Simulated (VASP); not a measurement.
```yaml
crystal:
  lattice:
    - [6.42059, 0.00000, 0.00000]
    - [3.21030, 5.56040, 0.00000]
    - [0.00000, 0.00000, 21.41077]
  atoms:
    - { symbol: Mg, position: [0.83434, 0.33132, 0.31285] }
    - { symbol: Mg, position: [0.33333, 0.33333, 0.31162] }
    - { symbol: Mg, position: [0.83434, 0.83434, 0.31285] }
    - { symbol: Mg, position: [0.33132, 0.83434, 0.31285] }
    - { symbol: Mg, position: [0.00000, 0.00000, 0.43819] }
    - { symbol: Mg, position: [0.49907, 0.00186, 0.43668] }
    - { symbol: Mg, position: [0.00186, 0.49907, 0.43668] }
    - { symbol: Mg, position: [0.49907, 0.49907, 0.43668] }
    - { symbol: Mg, position: [0.83167, 0.33665, 0.56097] }
    - { symbol: Mg, position: [0.33333, 0.33333, 0.56237] }
    - { symbol: Mg, position: [0.83167, 0.83167, 0.56097] }
    - { symbol: Mg, position: [0.33665, 0.83167, 0.56097] }
    - { symbol: Mg, position: [0.00000, 0.00000, 0.67777] }
    - { symbol: Mg, position: [0.50768, 0.98464, 0.68641] }
    - { symbol: Mg, position: [0.98464, 0.50768, 0.68641] }
    - { symbol: Mg, position: [0.50768, 0.50768, 0.68641] }
    - { symbol: Cl, position: [0.33333, 0.33333, 0.76529] }
```

All values below come from PBE GGA, VASP's PBE PAW potentials (set 64) (plane waves; VASP). Run with PREC = Normal, 400 eV cut-off, 5×5×1 Γ-centred mesh, first-order Methfessel-Paxton smearing of 0.10 eV, potentials Mg Cl.

Problem. Estimate the energy per atom (σ→0), band gap (on the k-mesh) with the smallest direct gap where there is one.

Solution. 
band gap (on the k-mesh): none (metal, semimetal or under 0.01 eV)
energy per atom (σ→0): -1.535 eV/atom

Only differences to runs with the same potentials and settings are physical.

The cell is a thin slab with vacuum, built from Mg (hcp): (001) face, Cl adsorbed.
